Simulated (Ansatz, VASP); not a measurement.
# One calculation of SbRh3, two programs

```
CELL_PARAMETERS angstrom
3.87867 0.00000 0.00000
0.00000 3.87867 0.00000
0.00000 0.00000 3.87867
ATOMIC_POSITIONS crystal
Sb 0.00000 0.00000 0.00000
Rh 0.50000 0.50000 0.00000
Rh 0.50000 0.00000 0.50000
Rh 0.00000 0.50000 0.50000
```

Alike in both runs: functional LDA; k mesh 12 × 12 × 12; occupations gaussian, width 0.1 eV; no spin polarisation.

Ansatz relaxed the structure, and its values are those at the end. VASP's run is a single point on that final structure, the one shown.

```csv
,VASP,Ansatz
version,VASP 6.6.1,Ansatz 0.2.0
potentials or method,"VASP PAW LDA potentials, release 64 (Sb, Rh_pv)","scalar-relativistic, plane waves, PAW"
plane-wave cutoff (eV),520,420
valence electrons in the cell,50,66
```

```csv
,VASP,Ansatz,Ansatz less VASP
gap on the k mesh at the Fermi level (eV),none,none,-
pressure (GPa),0.7,0.0,-0.66
```

A gap of «none» marks a metal or a gap that the smearing closes. The two sets of potentials don't hold the same shells in valence.

Spin-orbit coupling is left out, which matters for the levels of Sb.
